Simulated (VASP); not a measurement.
Output of a VASP run:

### OSZICAR
```
       N       E                     dE             d eps       ncg     rms          rms(c)
DAV:   1    -0.555693972911E+03   -0.55569E+03   -0.33300E+03   160   0.683E+02
DAV:   2    -0.571412938527E+03   -0.15719E+02   -0.15287E+02   264   0.906E+01
DAV:   3    -0.571633151229E+03   -0.22021E+00   -0.22021E+00   200   0.116E+01
DAV:   4    -0.571633320545E+03   -0.16932E-03   -0.16924E-03   240   0.367E-01
DAV:   5    -0.138632008958E+02    0.55777E+03   -0.31586E+00   160   0.127E+01    0.613E+00
DAV:   6    -0.132508269500E+02    0.61237E+00   -0.11775E+00   176   0.620E+00    0.369E+00
DAV:   7    -0.132100993383E+02    0.40728E-01   -0.46908E-01   176   0.364E+00    0.203E+00
DAV:   8    -0.132074218725E+02    0.26775E-02   -0.37426E-02   200   0.121E+00    0.110E+00
DAV:   9    -0.132016452853E+02    0.57766E-02   -0.55357E-03   200   0.516E-01    0.636E-01
DAV:  10    -0.132004414244E+02    0.12039E-02   -0.34013E-03   184   0.367E-01    0.388E-01
DAV:  11    -0.132003210770E+02    0.12035E-03   -0.55887E-04   216   0.164E-01    0.244E-01
DAV:  12    -0.132002988552E+02    0.22222E-04   -0.96199E-05   168   0.794E-02    0.145E-01
DAV:  13    -0.132003120947E+02   -0.13239E-04   -0.49198E-05   176   0.542E-02    0.836E-02
DAV:  14    -0.132003275894E+02   -0.15495E-04   -0.17137E-05   200   0.340E-02    0.473E-02
DAV:  15    -0.132003375521E+02   -0.99627E-05   -0.55122E-06   216   0.212E-02    0.270E-02
DAV:  16    -0.132003429054E+02   -0.53533E-05   -0.23058E-06   208   0.140E-02    0.156E-02
DAV:  17    -0.132003455920E+02   -0.26866E-05   -0.98991E-07   184   0.911E-03    0.906E-03
DAV:  18    -0.132003469070E+02   -0.13150E-05   -0.42443E-07    88   0.605E-03    0.537E-03
DAV:  19    -0.132003475272E+02   -0.62024E-06   -0.20764E-07   112   0.436E-03
   1 F= -.13200348E+02 E0= -.13200348E+02  d E =-.892862E-30
```

File OUTCAR:
```
------------------------ aborting loop because EDIFF is reached ----------------------------------------
  FORCE on cell =-STRESS in cart. coord.  units (eV):
  Direction    XX          YY          ZZ          XY          YZ          ZX
  --------------------------------------------------------------------------------------
  Total       -1.3608722     -1.3608722     -1.3608722      0.0000000     -0.0000000      0.0000000
  in kB      -75.7409603    -75.7409603    -75.7409603      0.0000000     -0.0000000      0.0000000
  external PRESSURE =     -75.7409603 kB  Pullay stress =       0.0000000 kB
  volume of cell :       28.79
      direct lattice vectors                 reciprocal lattice vectors
     0.000000000  2.432516000  2.432516000    -0.205548494  0.205548494  0.205548494
     2.432516000  0.000000000  2.432516000     0.205548494 -0.205548494  0.205548494
     2.432516000  2.432516000  0.000000000     0.205548494  0.205548494 -0.205548494
  FREE ENERGIE OF THE ION-ELECTRON SYSTEM (eV)
  ---------------------------------------------------
  free  energy   TOTEN  =       -13.2003475272 eV

  energy  without entropy=      -13.2003475272  energy(sigma->0) =      -13.20034753

  exchange ACFDT corr.  =         0.00000000  see jH, gK, PRB 81, 115126
```
(Selected blocks of OUTCAR.)

POSCAR:
```
BAs
1
    0.0000000000     2.4325160000     2.4325160000
    2.4325160000     0.0000000000     2.4325160000
    2.4325160000     2.4325160000     0.0000000000
B As
1 1
Direct
  0.2500000000   0.2500000000   0.2500000000
  0.0000000000   0.0000000000   0.0000000000
```

Question: Reconstruct the remaining input files.

Answer: One answer among several that fit: the input of the run itself, HSE06 screened hybrid, plane waves, VASP's PBE PAW potentials (set 64).

### KPOINTS
```
Automatic mesh
0
Gamma
5 5 5
0 0 0
```

INCAR:
```
AEXX=0.25
ALGO=Normal
EDIFF=1E-6
ENCUT=400
GGA=PE
HFSCREEN=0.2
ISIF=2
ISMEAR=0
ISYM=3
LASPH=.True.
LCHARG=.False.
LHFCALC=.True.
LMAXMIX=4
LREAL=.False.
LWAVE=.False.
NELM=100
PREC=Accurate
PRECFOCK=Fast
SIGMA=0.02
SYSTEM=BAs
```

POTCAR, in this order: B As (PBE.64 set). Program: vasp_std.

At this cut-off the stress carries a Pulay error, which pulls relaxed volumes low.

The structure comes from a computed database's BAs entry; how it stands against other phases isn't given here. The cell was not relaxed at this level. The k-mesh is coarse (spacing up to 0.45 per Å, 2π included), so the numbers may not be converged in it. The run is one of a series of settings (KPOINTS 5×5×5 Γ-centred mesh against the base run), some of them coarse on purpose.
